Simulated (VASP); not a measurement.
Energy against volume of Ni (fcc). All values below come from vdW-DF2, VASP's PBE PAW potentials (set 64) (plane waves; VASP 6.6.1). Settings: 520 eV cut-off, 17×17×17 Γ-centred mesh, first-order Methfessel-Paxton smearing of 0.10 eV, potentials Ni.

| V (Å³/atom) | E (eV/atom) |
|---|---|
| 11.027 | -2.08965 |
| 11.379 | -2.10849 |
| 11.731 | -2.11505 |
| 12.083 | -2.11137 |

Task: Fit these four points and predict the energy of the run at 12.435 Å³/atom.

Result: A cubic in V^(−2/3), the third-order Birch-Murnaghan form, passes through the four points with V0 = 11.77 Å³/atom and B0 = 152 GPa, and gives -2.0992 eV/atom there. The run gave -2.0991 eV/atom, +0.0 meV/atom from the fit; all five points give B0 = 153 GPa.

The compound is Ni in the fcc structure. It was relaxed first, which changed the volume by +8 %.
